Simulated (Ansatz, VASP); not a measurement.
# Cross-check of Pt3PbC between VASP and Ansatz

Aim: how closely do two programs agree when they are given the same cell, functional and k mesh? The cell is taken from a series of runs on this material, whose earlier steps may have relaxed, scaled, displaced or heated it; both programs get it as it stands.

Method: plane waves, with VASP 6.6.1 beside it; relaxation of cell and atoms at PBEsol, in Ansatz 0.2.0.

## (1) Set-up

It takes space group P4mm (No. 99, tetragonal). The conventional cell has a = 3.915 Å, b = 3.915 Å, c = 5.179 Å, α = 90.00°, β = 90.00°, γ = 90.00°. Nearest to Pt lie 2 C at 2.11 Å. Pt has 1 C at 2.03 Å and 4 Pb at 2.77 Å nearest. Pb has 4 Pt at 2.77 Å nearest. Nearest to C lie 5 Pt at 2.03 to 2.11 Å. Farther neighbours are not listed.

As a file:

```cif
data_structure
_symmetry_space_group_name_H-M 'P4mm'
_symmetry_Int_Tables_number 99
_cell_length_a 3.9153
_cell_length_b 3.9153
_cell_length_c 5.1789
_cell_angle_alpha 90.000
_cell_angle_beta 90.000
_cell_angle_gamma 90.000
_cell_volume 79.39
loop_
_atom_site_label
_atom_site_type_symbol
_atom_site_symmetry_multiplicity
_atom_site_Wyckoff_symbol
_atom_site_fract_x
_atom_site_fract_y
_atom_site_fract_z
_atom_site_occupancy
Pt1 Pt 2 c 0.00000 0.50000 0.53691 1
Pt2 Pt 1 b 0.50000 0.50000 0.99053 1
Pb1 Pb 1 a 0.00000 0.00000 0.00453 1
C1 C 1 b 0.50000 0.50000 0.38284 1
```

## (2) VASP: relaxation of cell and atoms, PBEsol, pair 1

The relaxed volume is the usual yardstick between codes: in a stiff, nearly cubic crystal its relative difference is about their pressure difference at one cell divided by the bulk modulus.

Lines of VASP's logs that name or quote its potential files are left out, and so is its time.

File INCAR:

```
SYSTEM = Pt3PbC
PREC = Accurate
ENCUT = 600
EDIFF = 1E-07
NELM = 120
ISMEAR = 1
SIGMA = 0.2
LREAL = .FALSE.
ALGO = Normal
GGA = PS
NBANDS = 30
LASPH = .TRUE.
LORBIT = 11
LWAVE = .FALSE.
LCHARG = .FALSE.
ISIF = 3
IBRION = 2
NSW = 80
EDIFFG = -0.005
GGA_COMPAT = .FALSE.
NELMIN = 4
KPAR = 2
```

File POSCAR:

```
Pt3PbC
1.0
    3.9153100000      0.0000000000      0.0000000000
    0.0000000000      3.9153100000      0.0000000000
    0.0000000000      0.0000000000      5.1789040000
Pt Pb C
3 1 1
Direct
    0.0000000000      0.5000000000      0.5369147603
    0.5000000000      0.0000000000      0.5369147603
    0.5000000000      0.5000000000      0.9905335183
    0.0000000000      0.0000000000      0.0045279851
    0.5000000000      0.5000000000      0.3828435515
```

File KPOINTS:

```
Automatic mesh
0
Gamma
10 10 8
0 0 0
```

Potentials, in the order of the species: Pt, Pb_d and C (PBE family, release 64).

Run with:

```bash
$ mpirun -np 2 vasp_std
```

Numbers of over 12 decimals in the logs are rounded to 6 here.

Log:

```text
[banner, memory and clock lines left out]
running    2 mpi-ranks, on    1 nodes
 distrk:  each k-point on    1 cores,    2 groups
 distr:  one band on    1 cores,    1 groups

 POSCAR found type information on POSCAR PtPbC
 POSCAR found :  3 types and       5 ions
|                                                                             |
|               ----> ADVICE to this user running VASP <----                  |
|                                                                             |
|     You enforced a specific xc type in the INCAR file but a different       |
|     [... a line on the potential file left out ...]
|     I HOPE YOU KNOW WHAT YOU ARE DOING!                                     |
|                                                                             |

 LDA part: xc-table for (Slater+PW92), standard interpolation
 POSCAR, INCAR and KPOINTS ok, starting setup
 FFT: planning ... GRIDC
 FFT: planning ... GRID_SOFT
 FFT: planning ... GRID
 WAVECAR not read
 entering main loop
       N       E                     dE             d eps       ncg     rms          rms(c)
DAV:   1     0.480492040967E+03    0.48049E+03   -0.25189E+04  6306   0.196E+03
DAV:   2     0.110449069603E+02   -0.46945E+03   -0.44315E+03  6784   0.482E+02
DAV:   3    -0.338579886197E+02   -0.44903E+02   -0.41512E+02  7758   0.141E+02
DAV:   4    -0.357736389162E+02   -0.19157E+01   -0.18965E+01  7478   0.276E+01
DAV:   5    -0.358497087598E+02   -0.76070E-01   -0.76030E-01  8476   0.597E+00    0.235E+01
DAV:   6    -0.337109553937E+02    0.21388E+01   -0.98020E+00  7548   0.221E+01    0.112E+01
DAV:   7    -0.335095143702E+02    0.20144E+00   -0.19494E+00  7198   0.136E+01    0.661E+00
DAV:   8    -0.334267395630E+02    0.82775E-01   -0.42928E-01  7434   0.737E+00    0.330E+00
DAV:   9    -0.333987403576E+02    0.27999E-01   -0.72922E-02  7104   0.278E+00    0.387E-01
DAV:  10    -0.333974576953E+02    0.12827E-02   -0.12030E-02  8196   0.811E-01    0.158E-01
DAV:  11    -0.333973471412E+02    0.11055E-03   -0.17757E-03  7186   0.352E-01    0.642E-02
DAV:  12    -0.333973324975E+02    0.14644E-04   -0.14800E-04  8132   0.124E-01    0.235E-02
DAV:  13    -0.333973314208E+02    0.10767E-05   -0.15127E-05  7536   0.401E-02    0.599E-03
DAV:  14    -0.333973310213E+02    0.39946E-06   -0.17719E-06  8380   0.151E-02    0.180E-03
DAV:  15    -0.333973310437E+02   -0.22389E-07   -0.10948E-07  4448   0.412E-03
   1 F= -.33397331E+02 E0= -.33397272E+02  d E =-.333973E+02
[... from here on, the cycles between the ionic steps are left out ...]
   2 F= -.33397356E+02 E0= -.33397298E+02  d E =-.248567E-04
   3 F= -.33397358E+02 E0= -.33397300E+02  d E =-.267757E-04
   7 F= -.33397395E+02 E0= -.33397337E+02  d E =-.233059E-04
   8 F= -.33397410E+02 E0= -.33397348E+02  d E =-.152904E-04
   9 F= -.33397422E+02 E0= -.33397356E+02  d E =-.277472E-04
  10 F= -.33397426E+02 E0= -.33397350E+02  d E =-.315432E-04
  11 F= -.33397428E+02 E0= -.33397356E+02  d E =-.334107E-04
  12 F= -.33397435E+02 E0= -.33397361E+02  d E =-.707382E-05
  13 F= -.33397453E+02 E0= -.33397374E+02  d E =-.245554E-04
  14 F= -.33397471E+02 E0= -.33397383E+02  d E =-.431412E-04
  15 F= -.33397472E+02 E0= -.33397382E+02  d E =-.445037E-04
  16 F= -.33397477E+02 E0= -.33397385E+02  d E =-.482295E-05
 trial-energy change:   -0.000005  1 .order   -0.000005   -0.000006   -0.000004
 step:   0.7287(harm=  0.7287)  dis= 0.00177  next Energy=   -33.397481 (dE=-0.841E-05)
 bond charge predicted
       N       E                     dE             d eps       ncg     rms          rms(c)
DAV:   1    -0.333974589453E+02    0.18329E-04   -0.12714E-02  6820   0.544E-01    0.301E-02
DAV:   2    -0.333974822223E+02   -0.23277E-04   -0.48987E-04  7708   0.143E-01    0.137E-02
DAV:   3    -0.333974824367E+02   -0.21436E-06   -0.30172E-05  8824   0.424E-02    0.704E-03
DAV:   4    -0.333974821052E+02    0.33145E-06   -0.41864E-06  9234   0.200E-02    0.463E-03
DAV:   5    -0.333974821663E+02   -0.61105E-07   -0.57912E-07  7438   0.890E-03
  17 F= -.33397482E+02 E0= -.33397388E+02  d E =-.967046E-05
 curvature:  -2.82 expect dE=-0.159E-04 dE for cont linesearch -0.133E-06
 trial: gam= 0.16389 g(F)=  0.422E-05 g(S)=  0.142E-05 ort = 0.291E-05 (trialstep = 0.345E+00)
 search vector abs. value=  0.114E-04
 reached required accuracy - stopping structural energy minimisation
```

OUTCAR, selected parts (step 2):

```text
ion  position               nearest neighbor table
   1  0.000  0.500  0.537-   5 2.11   5 2.11   2 2.77   2 2.77   2 2.77   2 2.77   3 3.06   3 3.06
                             4 3.11   4 3.11   4 3.38   4 3.38   3 3.44   3 3.44
   2  0.500  0.000  0.537-   5 2.11   5 2.11   1 2.77   1 2.77   1 2.77   1 2.77   3 3.06   3 3.06
                             4 3.11   4 3.11   4 3.38   4 3.38   3 3.44   3 3.44
   3  0.500  0.500  0.991-   5 2.03   4 2.77   4 2.77   4 2.77   4 2.77   1 3.06   1 3.06   2 3.06
                             2 3.06   1 3.44   2 3.44   1 3.44   2 3.44
   4  0.000  0.000  0.005-   3 2.77   3 2.77   3 2.77   3 2.77   2 3.11   2 3.11   1 3.11   1 3.11
                             2 3.38   1 3.38   2 3.38   1 3.38
   5  0.500  0.500  0.383-   3 2.03   2 2.11   1 2.11   2 2.11   1 2.11

  LATTYP: Found a simple tetragonal cell.
 ALAT       =     3.9153100000
 C/A-ratio  =     1.3227315334

 Subroutine GETGRP returns: Found  8 space group operations
 (whereof  8 operations were pure point group operations)

The static configuration has the point symmetry C_4v.

 Found    105 irreducible k-points:

   k-points           NKPTS =    105   k-points in BZ     NKDIM =    105   number of bands    NBANDS=     30

   dimension x,y,z NGX =    32 NGY =   32 NGZ =   42
   dimension x,y,z NGXF=    64 NGYF=   64 NGZF=   84

   ENCUT  =  600.0 eV  44.10 Ry    6.64 a.u.   7.82  7.82 10.34*2*pi/ulx,y,z

   NELECT =      48.0000    total number of electrons

 k-points in reciprocal lattice and weights: Automatic mesh
   0.00000000  0.00000000  0.00000000       0.001
   0.10000000  0.00000000  0.00000000       0.005
   0.20000000  0.00000000  0.00000000       0.005
   0.30000000  0.00000000  0.00000000       0.005
   0.40000000  0.00000000  0.00000000       0.005
   0.50000000  0.00000000  0.00000000       0.003
   0.10000000  0.10000000  0.00000000       0.005
   0.20000000  0.10000000  0.00000000       0.010
   0.30000000  0.10000000  0.00000000       0.010
[...]
0.50000000  0.40000000  0.50000000       0.005
   0.50000000  0.50000000  0.50000000       0.001

 average (electrostatic) potential at core
       1 -64.3446       2 -64.3446       3 -63.9215       4 -87.0726       5 -46.6094

 E-fermi :   9.9425

 k-point     1 :       0.0000    0.0000    0.0000
  band No.  band energies     occupation
    ...
     21       8.6182      2.00000
     22       8.9309      2.00000
     23       8.9470      2.00000
     24       8.9470      2.00000
     25       9.8925      1.40884
     26      10.6627     -0.00000
     27      12.5977     -0.00000
     28      12.5977     -0.00000
     29      13.0094     -0.00000
     30      16.1214      0.00000

 k-point     2 :       0.1000    0.0000    0.0000
  band No.  band energies     occupation
    ...
     20       8.1716      2.00000
     21       8.5234      2.00000
     22       8.7333      2.00000
     23       8.8054      2.00000
     24       8.9263      2.00000
     25      10.1040      0.01616
     26      10.7069     -0.00000
     27      11.8520     -0.00000
     28      12.8459     -0.00000
     29      14.1975      0.00000
    ...

 k-point     3 :       0.2000    0.0000    0.0000
  band No.  band energies     occupation
    ...
     20       7.8709      2.00000
     21       8.3914      2.00000
     22       8.4624      2.00000
     23       8.7499      2.00000
     24       8.8993      2.00000
     25      10.5217     -0.00033
     26      10.6136     -0.00002
     27      11.7651     -0.00000
     28      13.4590     -0.00000
     29      15.2958      0.00000
    ...

  Total        0.0077121      0.0077121      0.0052659      0.0000000     -0.0000000      0.0000000
  in kB        0.1558829      0.1558829      0.1064382      0.0000000     -0.0000000      0.0000000
  external PRESSURE =       0.1394014 kB  Pullay stress =       0.0000000 kB

  energy-cutoff  :      600.00
  volume of cell :       79.27
      direct lattice vectors                 reciprocal lattice vectors
     3.916015944  0.000000000  0.000000000     0.255361575  0.000000000  0.000000000
     0.000000000  3.916015944  0.000000000     0.000000000  0.255361575  0.000000000
     0.000000000 -0.000000000  5.168887465     0.000000000 -0.000000000  0.193465230

 POSITION                                       TOTAL-FORCE (eV/Angst)
 -----------------------------------------------------------------------------------
      0.00000      1.95801      2.77700         0.000000      0.000000     -0.004768
      1.95801     -0.00000      2.77700         0.000000      0.000000     -0.004768
      1.95801      1.95801      5.10728         0.000000     -0.000000      0.004763
      0.00000     -0.00000      0.03649         0.000000     -0.000000      0.004379
      1.95801      1.95801      1.97497         0.000000     -0.000000      0.000394
 -----------------------------------------------------------------------------------
    total drift:                                0.000000     -0.000000     -0.000663

  FREE ENERGIE OF THE ION-ELECTRON SYSTEM (eV)
  ---------------------------------------------------
  free  energy   TOTEN  =       -33.3974821663 eV

  energy  without entropy=      -33.3971997247  energy(sigma->0) =      -33.39738802

 reached required accuracy - stopping structural energy minimisation

 total charge
# of ion       s       p       d       tot
------------------------------------------
    1        0.669   0.599   8.098   9.365
    2        0.669   0.599   8.098   9.365
    3        0.716   0.477   8.231   9.425
    4        1.362   0.777   9.872  12.011
    5        0.838   1.405   0.000   2.242
--------------------------------------------------
tot          4.253   3.856  34.299  42.408

[... 3 further parts left out ...]
```

CONTCAR:

```
Pt3PbC
   1.00000000000000
     3.9160159436038247    0.0000000000000000    0.0000000000000000
     0.0000000000000000    3.9160159436038247    0.0000000000000000
     0.0000000000000000   -0.0000000000000001    5.1688874645667342
  Pt              Pb              C
     3     1     1
Direct
     0.0000000000000000    0.5000000000000000    0.5372529231233086
     0.5000000000000000    0.0000000000000000    0.5372529231233086
     0.5000000000000000    0.5000000000000000    0.9880814162170958
     0.0000000000000000    0.0000000000000000    0.0070587997336632
     0.5000000000000000    0.5000000000000000    0.3820885133026221
```

(Part 1 of 2 ends here.)

[Lines on the potential files, build, host, timing and source positions are cut from VASP's logs without a mark.]

[Logs are printed without paths, hosts, clocks, repeated set-up lines and the standing remarks that a program may print on its own settings, such as how far it seeks lower states.]

[Hosts, paths, dates, database ids (printed as entryN), source tags and the programs' standing remarks are cut or masked in the printed files.]
